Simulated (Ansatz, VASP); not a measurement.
One calculation of Ag3TeBr, two programs

```
CELL_PARAMETERS angstrom
6.64689 0.00000 0.00000
0.00000 6.64689 0.00000
0.00000 0.00000 6.64689
ATOMIC_POSITIONS crystal
Br 0.00000 0.00000 0.00000
Te 0.50000 0.50000 0.50000
Ag 0.50000 0.50000 0.00000
Ag 0.50000 0.00000 0.50000
Ag 0.00000 0.50000 0.50000
```

The cell comes from a database or a generator and needn't be the stable form of this composition.

Alike in both runs: task single point; functional PBE; k mesh 4 × 4 × 4; occupations gaussian, width 0.05 eV; no spin polarisation.

|  | VASP | Ansatz |
| --- | --- | --- |
| version | VASP 6.6.1 | Ansatz 0.2.0 |
| potentials or method | VASP PAW PBE potentials, release 64 (Br, Te, Ag) | scalar-relativistic, plane waves, PAW |
| plane-wave cutoff (eV) | 520 | 420 |
| valence electrons in the cell | 46 | 80 |

```tsv
	VASP	Ansatz	Ansatz less VASP
gap on the k mesh at the Fermi level (eV)	0.14	0.14	+0.001
least direct gap on the mesh (eV)	0.16	0.16	+0.001
pressure (GPa)	-4.0	-4.0	+0.03
```

The functional is the same, so the differences come from potentials, cutoffs and numerics. The two sets of potentials don't hold the same shells in valence.

Caveats: spin-orbit coupling is left out, which moves the levels of the heavy elements. PBE gaps usually lie below the measured ones, often by a third to a half. A k mesh can miss the band edges.
